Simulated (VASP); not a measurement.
Given:

```
CELL_PARAMETERS angstrom
      1.87986    -3.25601     0.00000
      1.87986     3.25601     0.00000
      0.00000     0.00000     6.06087
ATOMIC_POSITIONS crystal
  Pt 0.00000 0.00000 0.00000
  Se 0.33333 0.66667 0.21486
  Se 0.66667 0.33333 0.78514
```

These are PBE GGA, VASP's PBE PAW potentials (set 64) (plane waves; VASP) values and carry that method's errors. Run with 400 eV cut-off, 8×8×4 Γ-centred mesh, tetrahedra with Blöchl corrections, potentials Pt Se.

The cores are frozen, which limits the accuracy of field gradients. Without a dispersion term in the relaxation, distances and binding between the weakly bound layers, chains or molecules are unreliable, and so is what depends on them.

Q: Give the principal components of the electric field gradient (V/Å²) and the asymmetry η at each nucleus.

A: 
```
atom    Vxx    Vyy    Vzz     η
----  -----  -----  -----  ----
Pt1   -57.8  -57.8  115.6  0.00
Se2    44.0   44.0  -88.1  0.00
Se3    44.0   44.0  -88.1  0.00
```

The compound is PtSe2 in the 1T layered structure. It was relaxed first, which changed the volume by +21 %.
